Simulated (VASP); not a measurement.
# Shielding tensors and field gradients of Si3N4

What are the shielding tensors of Si3N4? The cell has space group I-43d. The start is a cell from a database of measured crystal structures.

Main program and level: VASP 6.6.1; LDA; plane waves and PAW (Si, N), in the first sound run; inputs show where later runs differ.

## (1) The structure

It takes space group I-43d (No. 220, cubic). The conventional cell has a = 6.475 Å, b = 6.475 Å, c = 6.475 Å, α = 90.00°, β = 90.00°, γ = 90.00°. Nearest to Si lie 4 N at 1.75 Å. Nearest to N lie 3 Si at 1.75 Å. Farther neighbours and most contacts between anions are not listed.

As a file:

```xyz
14
Lattice="-3.2374 3.2374 3.2374 3.2374 -3.2374 3.2374 3.2374 3.2374 -3.2374" Properties=species:S:1:pos:R:3 pbc="T T T"
Si    3.2374    1.6187    0.8093
Si    3.2374   -1.6187    2.4280
Si    1.6187    0.8093    3.2373
Si    0.8093    3.2374    1.6187
Si   -1.6187    2.4280    3.2374
Si    2.4280    3.2374   -1.6187
N    -0.2033    3.0340    0.2033
N     4.6527   -1.4154    1.4154
N     0.2033    0.2033    0.2033
N    -1.4154    1.4154    4.6527
N     3.0340    0.2033   -0.2033
N     1.4154    4.6527   -1.4154
N     0.2033   -0.2033    3.0340
N     1.8220    1.8220    1.8220
```

## (2) Ground state

A ground-state run shows first whether the cell has a gap, which the next steps need; its size sets how fine their mesh has to be.

INCAR

```
SYSTEM = Si3N4
PREC = Accurate
ENCUT = 520
EDIFF = 1E-07
NELM = 100
ISMEAR = 0
SIGMA = 0.01
LREAL = .FALSE.
ALGO = Normal
GGA = CA
NBANDS = 46
LORBIT = 11
LWAVE = .FALSE.
LCHARG = .FALSE.
KPAR = 4
```

POSCAR

```
Si3N4
1.0
   -3.2373500000      3.2373500000      3.2373500000
    3.2373500000     -3.2373500000      3.2373500000
    3.2373500000      3.2373500000     -3.2373500000
Si N
6 8
Direct
    0.3750000000      0.6250000000      0.7500000000
    0.1250000000      0.8750000000      0.2500000000
    0.6250000000      0.7500000000      0.3750000000
    0.7500000000      0.3750000000      0.6250000000
    0.8750000000      0.2500000000      0.1250000000
    0.2500000000      0.1250000000      0.8750000000
    0.5000000000      0.0000000000      0.4372000000
    0.0000000000      0.9372000000      0.5000000000
    0.0628000000      0.0628000000      0.0628000000
    0.9372000000      0.5000000000      0.0000000000
    0.0000000000      0.4372000000      0.5000000000
    0.5000000000      0.0000000000      0.9372000000
    0.4372000000      0.5000000000      0.0000000000
    0.5628000000      0.5628000000      0.5628000000
```

KPOINTS

```
Automatic mesh
0
Gamma
4 4 4
0 0 0
```

Potentials, in the order of the species: Si and N (PBE family, release 64).

Launch:

```sh
$ mpirun -np 4 vasp_std
```

Log:

```text
[banner, memory and clock lines left out]
running    4 mpi-ranks, on    1 nodes
 distrk:  each k-point on    1 cores,    4 groups
 distr:  one band on    1 cores,    1 groups

 POSCAR found type information on POSCAR SiN
 POSCAR found :  2 types and      14 ions
|                                                                             |
|               ----> ADVICE to this user running VASP <----                  |
|                                                                             |
|     You enforced a specific xc type in the INCAR file but a different       |
|     [... a line on the potential file left out ...]
|     I HOPE YOU KNOW WHAT YOU ARE DOING!                                     |
|                                                                             |

 LDA part: xc-table for (Slater(with rela. corr.)+CA(PZ))
 , standard interpolation
 POSCAR, INCAR and KPOINTS ok, starting setup
 FFT: planning ... GRIDC
 FFT: planning ... GRID_SOFT
 FFT: planning ... GRID
 WAVECAR not read
 entering main loop
       N       E                     dE             d eps       ncg     rms          rms(c)
DAV:   1     0.235195557405E+03    0.23520E+03   -0.31292E+04   736   0.129E+03
DAV:   2    -0.121673331708E+03   -0.35687E+03   -0.33553E+03   940   0.268E+02
DAV:   3    -0.140790718641E+03   -0.19117E+02   -0.18986E+02   952   0.637E+01
DAV:   4    -0.141019365268E+03   -0.22865E+00   -0.22811E+00   920   0.754E+00
DAV:   5    -0.141023948626E+03   -0.45834E-02   -0.45804E-02   922   0.977E-01    0.267E+01
DAV:   6    -0.125270907796E+03    0.15753E+02   -0.55228E+01   890   0.291E+01    0.116E+01
DAV:   7    -0.125039020091E+03    0.23189E+00   -0.28192E+00   924   0.665E+00    0.585E+00
DAV:   8    -0.124879415599E+03    0.15960E+00   -0.19034E-01   868   0.212E+00    0.171E+00
DAV:   9    -0.124857120052E+03    0.22296E-01   -0.29271E-02   912   0.771E-01    0.273E-01
DAV:  10    -0.124857349996E+03   -0.22994E-03   -0.24247E-03   852   0.213E-01    0.988E-02
DAV:  11    -0.124857314281E+03    0.35715E-04   -0.22999E-04   888   0.767E-02    0.360E-02
DAV:  12    -0.124857311428E+03    0.28523E-05   -0.91862E-06   904   0.160E-02    0.134E-02
DAV:  13    -0.124857311056E+03    0.37273E-06   -0.18893E-06   892   0.598E-03    0.135E-03
DAV:  14    -0.124857311062E+03   -0.64392E-08   -0.10768E-07   494   0.173E-03
   1 F= -.12485731E+03 E0= -.12485731E+03  d E =-.220438E-28
```

It took 33 s on 4 MPI ranks of AMD EPYC 7R43, shared host; peak memory 0.76 GiB.

The logs omit lines about the potential files and the build; timing stands in the text.

Parts of OUTCAR (step 2):

```text
ion  position               nearest neighbor table
   1  0.375  0.625  0.750-  11 1.75  12 1.75  13 1.75  14 1.75   3 3.03   6 3.03   5 3.03   6 3.03
                             4 3.03   5 3.03   3 3.03   4 3.03
   2  0.125  0.875  0.250-  10 1.75   8 1.75   9 1.75   7 1.75   6 3.03   3 3.03   4 3.03   5 3.03
                             4 3.03   3 3.03   6 3.03   5 3.03
   3  0.625  0.750  0.375-  14 1.75   8 1.75  13 1.75   7 1.75   4 3.03   2 3.03   6 3.03   1 3.03
                             6 3.03   2 3.03   4 3.03   1 3.03
   4  0.750  0.375  0.625-  10 1.75  11 1.75  14 1.75   7 1.75   1 3.03   2 3.03   3 3.03   2 3.03
                             5 3.03   3 3.03   5 3.03   1 3.03
   5  0.875  0.250  0.125-   9 1.75  10 1.75  11 1.75  12 1.75   2 3.03   1 3.03   6 3.03   1 3.03
                             4 3.03   4 3.03   6 3.03   2 3.03
   6  0.250  0.125  0.875-   9 1.75   8 1.75  12 1.75  13 1.75   3 3.03   1 3.03   5 3.03   2 3.03
                             1 3.03   3 3.03   5 3.03   2 3.03
   7  0.500  0.000  0.437-   2 1.75   3 1.75   4 1.75
   8  0.000  0.937  0.500-   2 1.75   3 1.75   6 1.75
   9  0.063  0.063  0.063-   6 1.75   5 1.75   2 1.75
  10  0.937  0.500  0.000-   2 1.75   4 1.75   5 1.75
  11  0.000  0.437  0.500-   1 1.75   4 1.75   5 1.75
  12  0.500  0.000  0.937-   1 1.75   6 1.75   5 1.75
  13  0.437  0.500  0.000-   1 1.75   3 1.75   6 1.75
  14  0.563  0.563  0.563-   3 1.75   1 1.75   4 1.75

  LATTYP: Found a body centered cubic cell.
 ALAT       =     6.4747000000

 Subroutine GETGRP returns: Found 24 space group operations
 (whereof  3 operations were pure point group operations)

The static configuration has the point symmetry C_3 .
 The point group associated with its full space group is T_d .

 Found      8 irreducible k-points:

   k-points           NKPTS =      8   k-points in BZ     NKDIM =      8   number of bands    NBANDS=     46

   dimension x,y,z NGX =    42 NGY =   42 NGZ =   42
   dimension x,y,z NGXF=    84 NGYF=   84 NGZF=   84

   ENCUT  =  520.0 eV  38.22 Ry    6.18 a.u.  10.43 10.43 10.43*2*pi/ulx,y,z

   NELECT =      64.0000    total number of electrons

 k-points in reciprocal lattice and weights: Automatic mesh
   0.00000000  0.00000000  0.00000000       0.016
   0.25000000  0.00000000  0.00000000       0.188
   0.50000000  0.00000000  0.00000000       0.094
   0.25000000  0.25000000  0.00000000       0.375
   0.25000000  0.25000000  0.25000000       0.031
  -0.25000000  0.25000000  0.25000000       0.094
   0.50000000  0.50000000  0.25000000       0.188
   0.50000000  0.50000000  0.50000000       0.016

 average (electrostatic) potential at core
       1 -80.9751       2 -80.9751       3 -80.9751       4 -80.9751       5 -80.9751
       6 -80.9751       7 -59.7337       8 -59.7337       9 -59.7337      10 -59.7337
      11 -59.7337      12 -59.7337      13 -59.7337      14 -59.7337

 E-fermi :   7.5205

 k-point     1 :       0.0000    0.0000    0.0000
  band No.  band energies     occupation
    ...
     28       5.4981      2.00000
     29       7.2937      2.00000
     30       7.2937      2.00000
     31       7.2937      2.00000
     32       7.3941      2.00000
     33      11.9136      0.00000
     34      11.9136      0.00000
     35      12.0253      0.00000
     36      12.0253      0.00000
     37      12.0253      0.00000
    ...

 k-point     2 :       0.2500    0.0000    0.0000
  band No.  band energies     occupation
    ...
     28       5.6273      2.00000
     29       6.5477      2.00000
     30       6.8881      2.00000
     31       7.3638      2.00000
     32       7.3741      2.00000
     33      11.5158      0.00000
     34      11.6501      0.00000
     35      12.4663      0.00000
     36      12.8583      0.00000
     37      12.9801      0.00000
    ...

 k-point     3 :       0.5000    0.0000    0.0000
  band No.  band energies     occupation
    ...
     28       5.4351      2.00000
     29       6.1566      2.00000
     30       6.1566      2.00000
     31       7.4435      2.00000
     32       7.4435      2.00000
     33      12.2594      0.00000
     34      12.2594      0.00000
     35      13.3055      0.00000
     36      13.3055      0.00000
     37      13.6515      0.00000
    ...

  Total       -5.0132149     -5.0132149     -5.0132149     -0.0000000     -0.0000000      0.0000000
  in kB      -59.1831322    -59.1831322    -59.1831322     -0.0000000     -0.0000000      0.0000000
  external PRESSURE =     -59.1831322 kB  Pullay stress =       0.0000000 kB

  energy-cutoff  :      520.00
  volume of cell :      135.72
      direct lattice vectors                 reciprocal lattice vectors
    -3.237350000  3.237350000  3.237350000     0.000000000  0.154447310  0.154447310
     3.237350000 -3.237350000  3.237350000     0.154447310  0.000000000  0.154447310
     3.237350000  3.237350000 -3.237350000     0.154447310  0.154447310  0.000000000

 POSITION                                       TOTAL-FORCE (eV/Angst)
 -----------------------------------------------------------------------------------
      3.23735      1.61868      0.80934         0.000000      0.000000     -0.000000
      3.23735     -1.61868      2.42801         0.000000      0.000000     -0.000000
      1.61868      0.80934      3.23735         0.000000      0.000000     -0.000000
      0.80934      3.23735      1.61868         0.000000      0.000000     -0.000000
     -1.61868      2.42801      3.23735         0.000000      0.000000     -0.000000
      2.42801      3.23735     -1.61868         0.000000      0.000000     -0.000000
     -0.20331      3.03404      0.20331        -0.010680     -0.010680      0.010680
      4.65272     -1.41537      1.41537        -0.010680      0.010680     -0.010680
      0.20331      0.20331      0.20331         0.010680      0.010680      0.010680
     -1.41537      1.41537      4.65272         0.010680     -0.010680     -0.010680
      3.03404      0.20331     -0.20331        -0.010680      0.010680     -0.010680
      1.41537      4.65272     -1.41537        -0.010680     -0.010680      0.010680
      0.20331     -0.20331      3.03404         0.010680     -0.010680     -0.010680
      1.82198      1.82198      1.82198         0.010680      0.010680      0.010680
 -----------------------------------------------------------------------------------
    total drift:                                0.000001      0.000001      0.000001

  FREE ENERGIE OF THE ION-ELECTRON SYSTEM (eV)
  ---------------------------------------------------
  free  energy   TOTEN  =      -124.8573110621 eV

  energy  without entropy=     -124.8573110621  energy(sigma->0) =     -124.85731106

 total charge
# of ion       s       p       d       tot
------------------------------------------
    1        0.672   0.958   0.000   1.630
    2        0.672   0.958   0.000   1.630
    3        0.672   0.958   0.000   1.630
    4        0.672   0.958   0.000   1.630
    5        0.672   0.958   0.000   1.630
    6        0.672   0.958   0.000   1.630
    7        1.203   2.704   0.000   3.907
    8        1.203   2.704   0.000   3.907
    9        1.203   2.704   0.000   3.907
   10        1.203   2.704   0.000   3.907
   11        1.203   2.704   0.000   3.907
   12        1.203   2.704   0.000   3.907
   13        1.203   2.704   0.000   3.907
   14        1.203   2.704   0.000   3.907
--------------------------------------------------
tot         13.657  27.379   0.000  41.036

[... 3 further parts left out ...]
```

The gap is read on the k-mesh alone, so it is an upper bound where the band edges lie off the mesh. The PAW data sets were made with PBE, though LDA sets exist; this is a small mismatch.

This step gave:

```yaml
free_energy_toten: -124.8573 eV
fermi_energy: 7.521 eV
pressure: -5.918 GPa
gap_on_the_k_mesh: 3.939 eV
least_direct_gap_on_the_k_mesh: 4.142 eV
```

The cell has a gap of 3.94 eV on this mesh and a pressure of -5.9 GPa, which holds the misfit of the given cell and coordinates with this functional, and any error of cutoff, mesh and data sets.

(Continued in part 2 of 3.)

[Lines on the potential files, build, host, timing and source positions are cut from VASP's logs without a mark.]

[Logs are printed without paths, hosts, clocks, repeated set-up lines and the standing remarks that a program may print on its own settings, such as how far it seeks lower states.]

[Hosts, paths, dates, database ids (printed as entryN), source tags and the programs' standing remarks are cut or masked in the printed files.]
